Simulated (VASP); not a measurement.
```xyz
2
Lattice="0.0000 2.4435 2.4435 2.4435 0.0000 2.4435 2.4435 2.4435 0.0000" Properties=species:S:1:pos:R:3 pbc="T T T"
Cd     2.4435     2.4435     4.8869
O      2.4435     2.4435     2.4435
```

These are RPBE GGA, VASP's PBE PAW potentials (set 64) (plane waves; VASP 6.6.1) values and carry that method's errors. Run with 520 eV cut-off, 13×13×13 Γ-centred mesh, first-order Methfessel-Paxton smearing of 0.10 eV, potentials Cd O.

Task: The job: CdO (rock salt), 2 atoms, RPBE, static run, 520 eV, 13×13×13 Γ-centred mesh. Roughly how much core time does it take on a busy server core?

Result: About 50 core-seconds (one run on a shared machine, a rough figure). It had 84 irreducible k-points, 13 bands, up to 801 plane waves and 14 electronic steps.

The compound is CdO in the rock salt structure. This cell is one point of a volume scan, at 1.03 of the reference volume.
